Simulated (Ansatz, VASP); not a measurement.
# Cross-check of Y between VASP and Ansatz, part 2 of 2

Aim: how closely do two programs agree when they are given the same cell, functional and k mesh? The cell is taken from a series of runs on this material, whose earlier steps may have relaxed, scaled, displaced or heated it; both programs get it as it stands.

VASP 6.6.1 and Ansatz 0.2.0.

So far: Starting point; VASP: zone-centre phonons, PBEsol, pair 1; Ansatz: zone-centre phonons, PBEsol, pair 1; Differences.

### 5. Ansatz: zone-centre phonons, PBEsol, pair 2

Level of this step: Ansatz beside VASP: Kohn-Sham DFT, plane waves, PBEsol (Ansatz).

Second derivatives magnify differences that forces hide, and they need a tight electronic threshold. The cell compared in this pair holds 63.26 Å³, against 62.94 Å³ for the pair before.

The cell is taken from a series of runs on this material, whose earlier steps may have relaxed, scaled, displaced or heated it; both programs get it as it stands.

input.yaml

```yaml
crystal:
  lattice:
    - [3.5817553871, 0.0, 0.0]
    - [-1.7908776936, 3.1018911554, 0.0]
    - [0.0, 0.0, 5.6936018944]
  atoms:
    - { symbol: "Y", position: [0.3333333317, 0.6666666683, 0.25] }
    - { symbol: "Y", position: [0.6666666683, 0.3333333317, 0.75] }
kpoints:
  mp_grid: { grid: [15, 15, 8] }
hamiltonian:
  xc: pbesol
  pseudopotentials: { kind: paw, azcp: { folder: soft_1 }, xc_functional: pbe }
scf:
  occupations: { method: methfessel_paxton, width: 0.2 }
output:
  eigenvalues: true
phonons:
  method: dfpt
```

The run is started by

```bash
$ ansatz run input.yaml --threads 4 --pin off --max-ram 10240MiB --backend cpu --events-out ev --progress --plain --runs-dir out
```

Numbers of over 12 decimals in the logs are rounded to 6 here.

Output:

```text
[...]
Crystal: 2 atoms, lattice volume = 63.257 Å³
Basis set: ecut = 420 eV, 1225 PW (Γ), exchange–correlation on 48×48×80 points (8 copies of the dense FFT grid, shifted against one another)
Bands: 15, of which v1, the nominal top of the filled ones, is band 11 counted from 1 (10 counted from 0)
Symmetry: 24 space group operations
k-points: 320 of 1800 (irreducible under 4 space group operations, time reversal used)
[...]
k-point 1: bands = [... 7 lower, -12.4857, 5.0775, 7.6896, 10.5210, 11.4339, 11.4339, 11.5874, 12.0115]
  k-point 2: bands = [... 7 lower, -12.5005, 5.3806, 7.4466, 10.3684, 11.3149, 11.3549, 11.3549, 11.8098]
  k-point 319: bands = [... 7 lower, -12.5864, 8.3202, 8.3202, 9.8425, 9.8425, 10.4622, 10.4622, 12.2737]
[...]
ASR residual: 2.263e-5 → 0.000e0 eV/Å²; symmetrization residual: 1.351e-10 eV/Å²
  ASR residual per site (eV/Å²): 2.26e-5 2.26e-5
  Γ frequencies (cm⁻¹): 0.00 0.00 0.00 84.69 84.69 140.37
[...]
[key lines of the parts left out:]
SCF converged after 8 iterations
Free energy (F): -7590.181335 eV
Fermi energy:    9.698871 eV
```

### 6. VASP: zone-centre phonons, PBEsol, pair 2

The same cell, functional, mesh and smearing now go to VASP, with its own data sets.

INCAR

```
SYSTEM = Y
PREC = Accurate
ENCUT = 500
EDIFF = 1E-08
NELM = 120
ISMEAR = 1
SIGMA = 0.2
LREAL = .FALSE.
ALGO = Normal
GGA = PS
NBANDS = 17
LASPH = .TRUE.
LORBIT = 11
LWAVE = .FALSE.
LCHARG = .FALSE.
ISIF = 2
IBRION = 8
GGA_COMPAT = .FALSE.
KPAR = 2
```

POSCAR

```
Y
1.0
    3.5817553871      0.0000000000      0.0000000000
   -1.7908776936      3.1018911554      0.0000000000
    0.0000000000      0.0000000000      5.6936018944
Y
2
Direct
    0.3333333317      0.6666666683      0.2500000000
    0.6666666683      0.3333333317      0.7500000000
```

KPOINTS

```
Automatic mesh
0
Gamma
15 15 8
0 0 0
```

PAW data sets: Y_sv (PBE family, release 64).

The run is started by

```bash
$ mpirun -np 2 vasp_std
```

Output:

```text
[banner, memory and clock lines left out]
running    2 mpi-ranks, on    1 nodes
[...]
[... a notice as in an earlier step ...]

 LDA part: xc-table for (Slater+PW92), standard interpolation
 POSCAR, INCAR and KPOINTS ok, starting setup
[...]
entering main loop
       N       E                     dE             d eps       ncg     rms          rms(c)
DAV:   1     0.855865164973E+02    0.85587E+02   -0.11221E+04  4590   0.120E+03
DAV:   2    -0.697473810464E+01   -0.92561E+02   -0.91242E+02  5778   0.263E+02
DAV:   3    -0.139079905997E+02   -0.69333E+01   -0.68763E+01  8252   0.436E+01
DAV:   4    -0.140744248200E+02   -0.16643E+00   -0.16636E+00  5567   0.709E+00
[...]
DAV:  15    -0.136334951068E+02    0.10506E-06   -0.21762E-08  4719   0.139E-03    0.932E-04
DAV:  16    -0.136334951333E+02   -0.26522E-07   -0.17544E-09  3246   0.373E-04    0.151E-04
DAV:  17    -0.136334951262E+02    0.70463E-08   -0.22648E-10  2987   0.123E-04
   1 F= -.13633495E+02 E0= -.13632093E+02  d E =-.420750E-02
[...]
RMM:  15    -0.258150226721E+00    0.18240E-06   -0.88235E-06 49178   0.161E-03    0.407E-04
RMM:  16    -0.258150133196E+00    0.93525E-07   -0.64180E-06 49048   0.142E-03    0.438E-04
RMM:  17    -0.258150189769E+00   -0.56574E-07   -0.47285E-06 48952   0.126E-03    0.475E-04
 first order change of Fermi-energy   0.34288E-04
 force on displaced ion       1 direction 1 :  -1.178   0.000   0.000
 Linear response progress:
  Degree of freedom:   2/  2
       N       E                     dE             d eps       ncg     rms          rms(c)
RMM:   1    -0.315290738235E+00   -0.31529E+00    0.42089E+00  7651   0.109E+01
RMM:   2    -0.306477318941E+00    0.88134E-02   -0.19782E-01 11407   0.197E+00    0.349E-01
RMM:   3    -0.308863796577E+00   -0.23865E-02   -0.13796E-02 12597   0.581E-01    0.156E-01
RMM:   4    -0.309485539549E+00   -0.62174E-03   -0.22159E-03 14818   0.224E-01    0.213E-02
[...]
RMM:  17    -0.309101833581E+00    0.21835E-06    0.39181E-06 16053   0.955E-04    0.399E-04
RMM:  18    -0.309101745065E+00    0.88515E-07    0.36132E-06 16252   0.856E-04    0.421E-04
RMM:  19    -0.309101161878E+00    0.58319E-06    0.31487E-06 15486   0.787E-04    0.375E-04
 first order change of Fermi-energy   0.22653E-04
 force on displaced ion       1 direction 3 :  -0.000   0.000  -3.197
 Linear response finished
```

OUTCAR, selected parts (step 6):

```text
  Total       -0.0524611     -0.0524611     -0.5986585      0.0000000      0.0000000      0.0000000
  in kB       -1.3287351     -1.3287351    -15.1628273      0.0000000      0.0000000      0.0000000
  external PRESSURE =      -5.9400992 kB  Pullay stress =       0.0000000 kB

 POSITION                                       TOTAL-FORCE (eV/Angst)
 -----------------------------------------------------------------------------------
     -0.00000      2.06793      1.42340         0.000000      0.000000      0.000000
      1.79088      1.03396      4.27020        -0.000000     -0.000000      0.000000
 -----------------------------------------------------------------------------------
    total drift:                               -0.000002      0.000002     -0.000000

[... 1 part as in an earlier step ...]

[... 1 further part left out ...]
```

### 7. Differences

Both answers:

| quantity | Ansatz | VASP | difference |
| --- | --- | --- | --- |
| optical mode 1 to 2 (cm⁻¹) | 84.7 | 84.9 | -0.21 % |
| optical mode 3 (cm⁻¹) | 140.4 | 139.9 | +0.37 % |

Modes are paired by rising frequency, not by their patterns, so a pair may set unlike modes beside each other; they are those without the splitting of longitudinal modes.

### 8. Outcome

* r.m.s. difference of the optical zone-centre modes, each program's sorted by frequency (zone-centre phonons, PBEsol, pair 1): 0.29 cm⁻¹
* r.m.s. difference of the optical zone-centre modes, each program's sorted by frequency (zone-centre phonons, PBEsol, pair 2): 0.33 cm⁻¹

**Reading.** The r.m.s. difference of the optical zone-centre modes, each program's sorted by frequency is 0.29 cm⁻¹ (zone-centre phonons, PBEsol, pair 1). How closely two codes agree says nothing of how well the functional describes the real material.

[Lines on the potential files, build, host, timing and source positions are cut from VASP's logs without a mark.]

[Logs are printed without paths, hosts, clocks, repeated set-up lines and the standing remarks that a program may print on its own settings, such as how far it seeks lower states.]

[Hosts, paths, dates, database ids (printed as entryN), source tags and the programs' standing remarks are cut or masked in the printed files.]
